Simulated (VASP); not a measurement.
CuW:

```xyz
8
Lattice="4.8199 0.0000 0.0000 0.0000 4.8199 0.0000 0.0000 0.0000 4.8199" Properties=species:S:1:pos:R:3 pbc="T T T"
Cu    4.0680    4.0680    4.0680
Cu    3.1619    0.7519    1.6581
Cu    1.6581    3.1619    0.7519
Cu    0.7519    1.6581    3.1619
W     0.7230    0.7230    0.7230
W     1.6870    4.0970    3.1330
W     3.1330    1.6870    4.0970
W     4.0970    3.1330    1.6870
```

The cell was built by a generator and needn't be a form met in nature.

| Item | Value |
| --- | --- |
| Program | VASP 6.6.1 |
| Task | relaxation of cell and atoms |
| Functional | PBE |
| Potentials or basis | VASP PAW PBE potentials, release 64 (Cu, W_sv) |
| Cutoff | 600 eV |
| k mesh | 4 × 4 × 4 |
| Occupations | gaussian, width 0.1 eV |
| Spin | no spin polarisation |

At the start: pressure 5.9 GPa; volume 14.00 Å³/atom.

Task: Where does the relaxation end?

Result: Over 5 steps the energy falls by 17.0 meV/atom and the volume is 14.31 Å³/atom (+2.2 %); space group P2_13 (No. 198, to 0.05 Å).

Step by step:
```csv
step,energy change (eV),largest force (eV/Å),pressure (GPa),volume (Å³)
1,0.0000,0.7612,5.94,111.98
2,0.0751,0.0869,-10.47,120.60
3,-0.0978,0.3883,-1.75,115.56
4,-0.1356,0.0695,-0.22,114.57
5,-0.1361,0.0380,-0.01,114.44
```

Final structure:
```xyz
8
Lattice="4.8551 0.0000 0.0000 0.0000 4.8551 0.0000 0.0000 0.0000 4.8551" Properties=species:S:1:pos:R:3 pbc="T T T"
Cu    4.1151    4.1151    4.1151
Cu    3.1676    0.7400    1.6875
Cu    1.6875    3.1676    0.7400
Cu    0.7400    1.6875    3.1676
W     0.7520    0.7520    0.7520
W     1.6755    4.1031    3.1795
W     3.1795    1.6755    4.1031
W     4.1031    3.1795    1.6755
```
